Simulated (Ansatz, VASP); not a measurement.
# Cross-check of LaB6 between VASP and Ansatz, part 2 of 2

One calculation is typed for both programs; each brings its own data sets and cutoff. How far apart do they land?

VASP 6.6.1 and Ansatz 0.2.0.

So far. Step 3 (Ansatz: single point, PBEsol): The run ends at a pressure of -3.82 GPa, with forces up to 0.61 eV/Å.

## (6) VASP: zone-centre phonons, r2SCAN

Level of this step: r2SCAN; plane waves and PAW (La, B) (VASP).

Second derivatives magnify differences that forces hide, and they need a tight electronic threshold. The cell compared in this pair holds 71.62 Å³, against 71.84 Å³ for the pair before.

Contents of INCAR:

```
SYSTEM = LaB6
PREC = Accurate
ENCUT = 450
EDIFF = 1E-08
NELM = 100
ISMEAR = 0
SIGMA = 0.05
LREAL = .FALSE.
ALGO = Normal
METAGGA = R2SCAN
LASPH = .TRUE.
NBANDS = 21
LORBIT = 11
LWAVE = .FALSE.
LCHARG = .FALSE.
KPAR = 8
IBRION = 6
NFREE = 2
POTIM = 0.015
NSW = 1
ISIF = 2
```

Contents of POSCAR:

```
LaB6
1.0
    4.1527693411      0.0000000000      0.0000000000
    0.0000000000      4.1527693411      0.0000000000
    0.0000000000      0.0000000000      4.1527693411
La B
1 6
Direct
    0.0000000000      0.0000000000      0.0000000000
    0.5000000000      0.5000000000      0.8000321805
    0.5000000000      0.5000000000      0.1999678195
    0.5000000000      0.8000321805      0.5000000000
    0.8000321805      0.5000000000      0.5000000000
    0.5000000000      0.1999678195      0.5000000000
    0.1999678195      0.5000000000      0.5000000000
```

Contents of KPOINTS:

```
Automatic mesh
0
Gamma
8 8 8
0 0 0
```

The projector-augmented-wave data sets are La and B (PBE family, release 64).

Command:

```bash
mpirun -np 8 vasp_std
```

Numbers of over 12 decimals in the logs are rounded to 6 here.

What it wrote:

```text
[banner, memory and clock lines left out]
running    8 mpi-ranks, on    1 nodes
[...]
[... a notice as in an earlier step ...]

 [... a notice as in an earlier step ...]

 LDA part: xc-table for (None), standard interpolation
 POSCAR, INCAR and KPOINTS ok, starting setup
[...]
entering main loop
       N       E                     dE             d eps       ncg     rms          rms(c)
DAV:   1     0.181763260789E+03    0.18176E+03   -0.10462E+04  1518   0.158E+03
DAV:   2    -0.554438129002E+02   -0.23721E+03   -0.21698E+03  1879   0.297E+02
DAV:   3    -0.866543596582E+02   -0.31211E+02   -0.28512E+02  2222   0.141E+02
DAV:   4    -0.877715566943E+02   -0.11172E+01   -0.10949E+01  2740   0.236E+01
[...]
DAV:  18    -0.782159262244E+02    0.69183E-07   -0.55498E-09  1517   0.675E-04    0.217E-04
DAV:  19    -0.782159261677E+02    0.56678E-07   -0.18905E-09  1154   0.511E-04    0.584E-05
DAV:  20    -0.782159261640E+02    0.36982E-08   -0.69537E-10  1108   0.354E-04
   1 F= -.78215926E+02 E0= -.78215411E+02  d E =-.102957E-02
[... from here on, the cycles between the ionic steps are left out ...]
   3 F= -.78215163E+02 E0= -.78214648E+02  d E =-.103011E-02
   4 F= -.78214383E+02 E0= -.78213875E+02  d E =-.101483E-02
   5 F= -.78214383E+02 E0= -.78213875E+02  d E =-.101482E-02
   6 F= -.78211730E+02 E0= -.78211218E+02  d E =-.102545E-02
   7 F= -.78211776E+02 E0= -.78211276E+02  d E =-.100013E-02
 Finite differences progress:
  Degree of freedom:   3/  3
  Displacement:        2/  2
  Total:               6/  6
```

From OUTCAR (step 6):

```text
  FREE ENERGIE OF THE ION-ELECTRON SYSTEM (eV)
  ---------------------------------------------------
  free  energy   TOTEN  =       -78.2117756393 eV

  energy  without entropy=      -78.2107755055  energy(sigma->0) =      -78.21127557

[... 2 further parts left out ...]
[key lines of the parts left out:]
E-fermi :   8.7446
```

The last energy, forces, stress and levels in OUTCAR belong to the last displaced cell, not to the cell of POSCAR.

## (7) Ansatz: zone-centre phonons, r2SCAN

The same cell, functional, mesh and smearing now go to Ansatz, which takes its cutoff from its data sets.

The cell is taken from a series of VASP runs on this material, whose earlier steps may have relaxed, scaled or displaced it; both programs get it as it stands.

Contents of input.yaml:

```yaml
crystal:
  lattice:
    - [4.1527693411, 0.0, 0.0]
    - [0.0, 4.1527693411, 0.0]
    - [0.0, 0.0, 4.1527693411]
  atoms:
    - { symbol: La, position: [0.0, 0.0, 0.0] }
    - { symbol: B, position: [0.5, 0.5, 0.8000321805] }
    - { symbol: B, position: [0.5, 0.5, 0.1999678195] }
    - { symbol: B, position: [0.5, 0.8000321805, 0.5] }
    - { symbol: B, position: [0.8000321805, 0.5, 0.5] }
    - { symbol: B, position: [0.5, 0.1999678195, 0.5] }
    - { symbol: B, position: [0.1999678195, 0.5, 0.5] }
hamiltonian:
  xc: r2scan
  pseudopotentials: { kind: paw }
kpoints:
  mp_grid: { grid: [8, 8, 8] }
scf:
  occupations: { method: gaussian, width: 0.05 }
phonons:
  method: dfpt
  qpoints: [[0, 0, 0]]
```

Command:

```bash
ansatz run input.yaml --threads 4 --pin off --max-ram 9216MiB --backend cpu --events-out ev --progress --plain --runs-dir out
```

What it wrote:

```text
[...]
Crystal: 7 atoms, lattice volume = 71.617 Å³
Basis set: ecut = 500 eV, 1839 PW (Γ), exchange–correlation on 160×160×160 points (125 copies of the dense FFT grid, shifted against one another)
Bands: 22, of which v1, the nominal top of the filled ones, is band 15 counted from 1 (14 counted from 0)
Symmetry: 48 space group operations
k-points: 170 of 512 (irreducible under 2 space group operations, time reversal used)
[...]
non-analytic LO–TO correction: not included (Born effective charges unavailable; polar crystals: no LO–TO splitting at Γ)
--- Phonons (arbitrary-q DFPT): 1 explicit q-point ---
  q = [0, 0, 0] (of the zone-centre solve; hermiticity 7.53e-9, symmetrization 2.21e-10): -0.00 0.00 0.00 191.60 191.60 191.60 512.75 512.75 512.75 594.44 594.44 594.44 695.33 695.33 695.33 860.07 860.07 860.07 1116.87 1116.87 1261.31
  sum rule: each row above includes the acoustic sum rule's correction from the zone centre's row sums; it moved no ω² by more than (1.45 cm⁻¹)²
[key lines of the parts left out:]
SCF converged after 9 iterations
Free energy (F): -7208.403032 eV
Fermi energy:    12.278688 eV
```

It took 2.7 min on 4 threads of Arm Neoverse N1, shared host; peak memory 2.2 GiB; 10 min of CPU time.

## (8) Comparison

What differs besides the data sets and the points named for the pairs above, as far as they apply: VASP keeps PBE cores, Ansatz makes them for the functional; the cutoff is 500 eV in Ansatz and 450 eV in VASP; VASP uses finite displacements, Ansatz perturbation theory. Total energies have different zeros and are not compared.

Compared:

```tsv
quantity	Ansatz	VASP	difference
optical mode 1 to 3 (cm⁻¹)	191.6	190.6	+0.55 %
optical mode 4 to 6 (cm⁻¹)	512.8	513.5	-0.14 %
optical mode 7 to 9 (cm⁻¹)	594.4	593.0	+0.23 %
optical mode 10 to 12 (cm⁻¹)	695.3	698.5	-0.45 %
optical mode 13 to 15 (cm⁻¹)	860.1	864.7	-0.53 %
optical mode 16 to 17 (cm⁻¹)	1116.9	1118.6	-0.16 %
optical mode 18 (cm⁻¹)	1261.3	1270.4	-0.71 %
```

Modes are paired by rising frequency and degeneracy, not by their patterns, so a pair may still set unlike modes beside each other.

## (9) Outcome

```json
{
  "r.m.s. force difference (single point, PBEsol)": "4.4 % of the r.m.s. force",
  "r.m.s. difference of the optical zone-centre modes, each program's sorted by frequency (zone-centre phonons, r2SCAN)": "3.3 cm⁻¹",
  "difference in optical mode 18 (zone-centre phonons, r2SCAN)": "-0.7 %"
}
```

In words: The r.m.s. force difference is 4.4 % of the r.m.s. force (single point, PBEsol), beyond the 3 % picked in this series as the mark of a large difference. Single point, PBEsol, cores kept as stored: the difference in pressure goes from -0.21 to -0.094 GPa; the difference in pressure without Ansatz's Pulay correction goes from -0.43 to -0.32 GPa. Single point, PBEsol, norm-conserving potentials (cutoff 1497 eV): the difference in pressure goes from -0.21 to 0.13 GPa. Among the rows given in per cent, the largest difference of the zone-centre phonons, r2SCAN pair is in optical mode 18, -0.7 %. How closely two codes agree says nothing of how well the functional describes the real material.

[Lines on the potential files, build, host, timing and source positions are cut from VASP's logs without a mark.]

[Logs are printed without paths, hosts, clocks, repeated set-up lines and the standing remarks that a program may print on its own settings, such as how far it seeks lower states.]

[Hosts, paths, dates, database ids (printed as entryN), source tags and the programs' standing remarks are cut or masked in the printed files.]
